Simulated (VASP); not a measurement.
The system is MoWSe4.

```
W Mo Se
1.0
     3.32938    0.00000    0.00000
    -1.66469    2.88333    0.00000
     0.00000    0.00000   13.57200
W Mo Se
1 1 4
Direct
  0.66667 0.33333 0.75000
  0.33333 0.66667 0.25000
  0.33333 0.66667 0.87222
  0.66667 0.33333 0.37222
  0.33333 0.66667 0.62778
  0.66667 0.33333 0.12778
```

The cell comes from a database or a generator and needn't be the stable form of this composition.

| Quantity | Value |
| --- | --- |
| Program | VASP 6.6.1 |
| Task | relaxation of cell and atoms |
| Functional | r2SCAN |
| Dispersion | rVV10 |
| Potentials or basis | VASP PAW PBE potentials, release 64 (W_sv, Mo_sv, Se) |
| Cutoff | 600 eV |
| k mesh | 9 × 9 × 2 |
| Occupations | gaussian, width 0.02 eV |
| Spin | no spin polarisation |

At the start: pressure -1.5 GPa; volume 21.71 Å³/atom.

Question: How do energy, volume and symmetry change on relaxing?

Answer: Over 13 steps the energy falls by 4.4 meV/atom and the volume is 20.75 Å³/atom (-4.4 %); space group P-6m2 (No. 187, to 0.05 Å).

The path:
```tsv
step	energy change (eV)	largest force (eV/Å)	pressure (GPa)	volume (Å³)
1	0.0000	0.0593	-1.50	130.29
2	0.0068	0.4789	2.34	126.49
3	-0.0081	0.2349	0.08	128.65
4	-0.0124	0.0687	-0.04	128.05
5	-0.0124	0.0595	-0.05	127.98
6	-0.0151	0.0624	-0.09	127.65
7	-0.0214	0.0703	-0.20	126.66
8	-0.0248	0.1156	-0.31	124.67
9	-0.0252	0.0860	-0.29	125.24
10	-0.0248	0.1148	0.79	123.74
11	-0.0262	0.0858	0.19	124.56
12	-0.0259	0.1040	-0.18	124.44
13	-0.0266	0.0024	0.02	124.51
```

Final structure:
```yaml
crystal:
  lattice:
    - [3.30716, 0.00000, 0.00000]
    - [-1.65358, 2.86409, 0.00000]
    - [0.00000, 0.00000, 13.14462]
  atoms:
    - { symbol: W, position: [0.66667, 0.33333, 0.75000] }
    - { symbol: Mo, position: [0.33333, 0.66667, 0.25000] }
    - { symbol: Se, position: [0.33333, 0.66667, 0.87684] }
    - { symbol: Se, position: [0.66667, 0.33333, 0.37629] }
    - { symbol: Se, position: [0.33333, 0.66667, 0.62316] }
    - { symbol: Se, position: [0.66667, 0.33333, 0.12371] }
```

Caveat: the PAW data sets were made with another functional, which shifts forces and pressure a little.
